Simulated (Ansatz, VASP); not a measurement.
# One calculation of HPbNO4, two programs

```xyz
7
Lattice="3.8312 0.0018 -0.0363 0.1724 4.3053 -0.0164 0.7529 0.8331 5.8372" Properties=species:S:1:pos:R:3 pbc="T T T"
H     2.6604    4.0222    1.1213
Pb    3.2421    2.6873    5.3210
N     3.1562    1.4434    2.8921
O     1.3163    2.6720    4.5256
O     2.9531    4.5944    2.8708
O     2.3503    4.0190    0.1890
O     3.3026    2.0865    1.8298
```

Change from the starting cell: volume scaled by 0.98.

Alike in both runs: task single point; functional PBE; k mesh 7 × 6 × 5; occupations fermi-dirac, width 0.05 eV; no spin polarisation.

|  | VASP | Ansatz |
| --- | --- | --- |
| version | VASP 6.6.1 | Ansatz 0.2.0 |
| potentials or method | VASP PAW PBE potentials, release 64 (H, Pb_d, N, O) | Ansatz PAW |
| plane-wave cutoff (eV) | 520 | 420 |
| valence electrons in the cell | 44 | 44 |

|  | VASP | Ansatz | Ansatz less VASP |
| --- | --- | --- | --- |
| gap on the k mesh at the Fermi level (eV) | 0.39 | 0.38 | -0.006 |
| least direct gap on the mesh (eV) | 0.63 | 0.63 | 0.000 |
| pressure (GPa) | 2.7 | 2.0 | -0.69 |
| largest component of the traceless stress (GPa) | 1.16 | 0.52 | -0.642 |
| rms of the force components (eV/Å) | 0.434 | 0.222 | -0.2121 |

Atom by atom the forces differ by 0.217 eV/Å (rms over components). The functional is the same, so the differences come from potentials, cutoffs and numerics.

Caveats: spin-orbit coupling is left out, which as a rule narrows the gap of such compounds by several tenths of an eV; the standard files for N, O and F lose accuracy on very short bonds (VASP); an odd mesh through Γ misses points on the zone boundary, where band edges often lie (VASP); forces of over 1 eV/Å show positions far from the minimum, so gaps and moduli don't describe the material at rest (VASP); odd divisions of the mesh miss points on the zone boundary, where band edges often lie, so the gap on the mesh can be too wide (Ansatz); the pressure holds a Pulay correction of +0.6 GPa for the finite cutoff (Ansatz).
